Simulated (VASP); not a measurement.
All values below come from PBE GGA, VASP's PBE PAW potentials (set 64) (plane waves; VASP).

A VASP calculation is set up with these files.

**KPOINTS**
```
K-points
0
Gamma
 6 6 6
0 0 0
```

### POSCAR
```
SrTiO3
1.0
  3.7703825063   0.0000000000   0.0000000000
  0.0000000000   3.7703825063   0.0000000000
  0.0000000000   0.0000000000   3.7703825063
Sr Ti O
1 1 3
Cartesian
  0.0000000000   0.0000000000   0.0000000000
  1.8851912531   1.8851912531   1.8851912531
  1.8851912531   0.0000000000   1.8851912531
  0.0000000000   1.8851912531   1.8851912531
  1.8851912531   1.8851912531   0.0000000000
```

INCAR:
```
! general
SYSTEM =SrTiO3
PREC   =Accurate
ENCUT  =620
LREAL  =.FALSE.
LASPH  =.TRUE.

! electronic loop
EDIFF  =1E-6
NELM   =100
ALGO   =Normal
LMAXMIX=4

! smearing
ISMEAR =0
SIGMA  =0.05

! functional
GGA    =PE

! ions
IBRION =2
NSW    =40
ISIF   =3
EDIFFG =-0.02
PSTRESS=300

! output
LWAVE  =.FALSE.
LCHARG =.FALSE.
```

POTCAR, in this order: Sr_sv Ti_sv O (PBE.64 set). Program: vasp_std.

### Question
What will the output report for the number of irreducible k-points (NKPTS), largest plane-wave count, number of space-group operations, FFT grid (NGX, NGY, NGZ)?

### Answer

The number of irreducible k-points (NKPTS) comes out as 20 and the largest plane-wave count is 1924. The number of space-group operations is 48 and the FFT grid (NGX, NGY, NGZ) comes out as 32 × 32 × 32.

The compound is SrTiO3 in the cubic perovskite structure, the ideal cubic form; the compound distorts at low or room temperature. It was relaxed first under an external pressure of 30 GPa.
